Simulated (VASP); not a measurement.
**Ge7Au: band structure with LDA**

The system is Ge7Au.

```xyz
8
Lattice="5.7980 0.0000 0.0000 0.0000 5.7980 0.0000 0.0000 0.0000 5.7980" Properties=species:S:1:pos:R:3 pbc="T T T"
Ge    1.4554    1.4554    1.4554
Ge    0.0000    2.8990    2.8990
Ge    2.8990    2.8990    0.0000
Ge    2.8990    0.0000    2.8990
Ge    4.3425    1.4554    4.3425
Ge    4.3425    4.3425    1.4554
Ge    1.4554    4.3425    4.3425
Au    0.0000    0.0000    0.0000
```

The cell was built by a generator and needn't be a form met in nature.

* Program: VASP 6.6.1
* Task: band structure
* Functional: LDA
* Potentials or basis: VASP PAW LDA potentials, release 64 (Ge_d, Au)
* Cutoff: 520 eV
* k mesh: 4 × 4 × 4
* Occupations: fermi-dirac, width 0.05 eV
* Spin: no spin polarisation
* Further INCAR settings: ALGO = Normal; EDIFF = 1e-06

* Band gap along the path: none (metal or under the smearing width)

Levels at the corners of the path, in eV from the Fermi level:
```tsv
point	band 51	band 52	band 53	band 54	band 55	band 56	band 57	band 58
Γ	-1.63	-1.63	-1.63	0.16	1.61	1.61	1.61	1.75
X	-2.51	-1.83	-1.32	-1.32	-0.03	-0.03	1.64	2.15
X	-2.51	-1.83	-1.32	-1.32	-0.03	-0.03	1.64	2.15
M	-2.47	-1.80	-1.08	-0.73	0.52	0.52	2.12	2.12
M	-2.47	-1.80	-1.08	-0.73	0.52	0.52	2.12	2.12
Γ	-1.63	-1.63	-1.63	0.16	1.61	1.61	1.61	1.75
Γ	-1.63	-1.63	-1.63	0.16	1.61	1.61	1.61	1.75
R	-0.96	-0.84	-0.84	0.61	0.61	0.61	1.15	1.15
R	-0.96	-0.84	-0.84	0.61	0.61	0.61	1.15	1.15
X	-2.51	-1.83	-1.32	-1.32	-0.03	-0.03	1.64	2.15
M	-2.47	-1.80	-1.08	-0.73	0.52	0.52	2.12	2.12
R	-0.96	-0.84	-0.84	0.61	0.61	0.61	1.15	1.15
```

Wall time 13 min on 1 thread of Intel(R) Xeon(R) Platinum 8488C (Sapphire Rapids), on a shared host, peak memory 1 GiB.

Caveat: the log is that of the step along the path at fixed density, whose energy, stress, charges and moments have no meaning; spin-orbit coupling is left out, which moves the levels of the heavy elements.
